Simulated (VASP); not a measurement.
Input:

```yaml
crystal:
  lattice:
    - [5.70451, 0.00000, 0.00000]
    - [0.00000, 4.57650, 0.00000]
    - [0.00000, 0.00000, 10.01250]
  atoms:
    - { symbol: Ge, position: [0.63792, 0.25000, 0.62430] }
    - { symbol: Ge, position: [0.13792, 0.25000, 0.87570] }
    - { symbol: Ge, position: [0.36208, 0.75000, 0.37570] }
    - { symbol: Ge, position: [0.86208, 0.75000, 0.12430] }
    - { symbol: Se, position: [0.56454, 0.25000, 0.88195] }
    - { symbol: Se, position: [0.06454, 0.25000, 0.61805] }
    - { symbol: Se, position: [0.43546, 0.75000, 0.11805] }
    - { symbol: Se, position: [0.93546, 0.75000, 0.38195] }
    - { symbol: Se, position: [0.56698, 0.25000, 0.36425] }
    - { symbol: Se, position: [0.06698, 0.25000, 0.13575] }
    - { symbol: Se, position: [0.43302, 0.75000, 0.63575] }
    - { symbol: Se, position: [0.93302, 0.75000, 0.86425] }
```

All values below come from PBEsol GGA, VASP's PBE PAW potentials (set 64) (plane waves; VASP 6.6.1). Settings: 400 eV cut-off, Gaussian smearing of 0.050 eV, potentials Ge_d Se.

### Question
Give the energies of bands 44 to 57 at the high-symmetry points, in eV from the Fermi level.

### Answer

```
band      Γ      X      S      Y      Z      U      R      T
----  -----  -----  -----  -----  -----  -----  -----  -----
44    -2.08  -2.44  -2.49  -2.85  -1.95  -2.93  -2.57  -2.68
45    -1.95  -2.32  -1.32  -2.38  -1.62  -2.16  -1.52  -1.77
46    -1.64  -2.32  -1.32  -2.38  -1.62  -2.16  -1.52  -1.77
47    -1.42  -1.43  -1.32  -2.13  -1.59  -1.73  -1.52  -1.36
48    -1.18  -1.43  -1.32  -2.13  -1.59  -1.73  -1.52  -1.36
49    -1.07  -0.98  -0.30  -0.08  -0.91  -1.03  -0.30  -0.71
50    -1.00  -0.98  -0.30  -0.08  -0.91  -1.03  -0.30  -0.71
51    -0.82  -0.79  -0.30   0.09  -0.50  -0.99  -0.30  -0.68
52    -0.78  -0.79  -0.30   0.09  -0.50  -0.99  -0.30  -0.68
53    -0.59  -0.10   0.85   1.81  -0.13   0.51   0.37   2.00
54     0.02  -0.10   0.85   1.81  -0.13   0.51   0.37   2.00
55     0.36   1.13   0.85   2.56   0.74   1.40   0.37   2.33
56     0.50   1.13   0.85   2.56   0.74   1.40   0.37   2.33
57     1.90   1.98   2.96   3.33   2.05   2.00   3.07   3.63
```

It has no gap at this level: it comes out as a metal or semimetal.

The structure was generated: GeSe2 was put into the cotunnite type (Pnma), which need not be its known phase. It was relaxed first, which changed the volume by +25 %.
